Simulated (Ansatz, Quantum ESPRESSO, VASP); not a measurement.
Nb3Au2 (I4/mmm, 5 atoms in the cell) computed with different codes at matched settings

Self-consistent single point, at a second geometry (lattice scaled by 0.98). First geometry:

```yaml
crystal:
  lattice:
    - [-1.70781, 1.70781, 7.66090]
    - [1.70781, -1.70781, 7.66090]
    - [1.70781, 1.70781, -7.66090]
  atoms:
    - { symbol: Nb, position: [0.00000, 0.00000, 0.00000] }
    - { symbol: Nb, position: [0.39924, 0.39924, 0.00000] }
    - { symbol: Nb, position: [0.60076, 0.60076, 0.00000] }
    - { symbol: Au, position: [0.19977, 0.19977, 0.00000] }
    - { symbol: Au, position: [0.80023, 0.80023, 0.00000] }
```

Shared settings, as Ansatz (a first-principles code) writes them: kpoints.mp_grid.grid = 7 7 7; scf.occupations.method = gaussian; scf.occupations.width = 0.2 eV. Potentials and cutoffs stand in the table.

| code | model | ΔF from the first geometry (meV/atom) | pressure (GPa) | largest force (eV/Å) | cutoff |
|---|---|---|---|---|---|
| VASP | PBEsol, VASP's PBE PAW potentials (set 64) | -5.4 | 4.03 | 0.081 | 300 eV |
| Quantum ESPRESSO | PBEsol, GBRV 1.5 ultrasoft (PBESOL) pseudopotentials | -7.9 | 4.84 | 0.116 | 40 Ry |
| Ansatz | PBEsol, default PAW files made with PBE | -5.6 | 5.28 | 0.111 | 420 eV |

For VASP (by 1.3 GPa) the energy change implies a higher mean pressure, against the two pressures, than for the other programs: a sign of finite-basis (Pulay) stress.

Size of the force on each atom (eV/Å): Sizes of forces hide their directions.

```csv
code,Nb1,Nb2,Nb3,Au4,Au5
VASP,0.000,0.081,0.081,0.033,0.033
Quantum ESPRESSO,0.000,0.116,0.116,0.038,0.038
Ansatz,0.000,0.111,0.111,0.034,0.034
```

On Ansatz's run: spin-orbit coupling is off. Spin polarisation is off.

The spread over the programs that give each value: ΔF from the first geometry within 2.5 meV/atom; pressure within 1.25 GPa; largest force within 0.035 eV/Å.

Ansatz's pressure is given at a fixed set of plane waves, as the other plane-wave codes print theirs; with its correction for the finite basis it is 5.32 GPa.

VASP's run is marked for a possible Pulay error in its stress at this cutoff; no cutoff test was made.

The starting cell comes from a database of computed structures (which also holds hypothetical and non-ambient phases and stackings), without a prior relaxation at this level. For this run, on top of that: lattice scaled by 0.98.

Left out of this page: Elk, FLEUR and SIESTA (not drawn, or without a comparable value).

Keys are those of Ansatz 0.2.
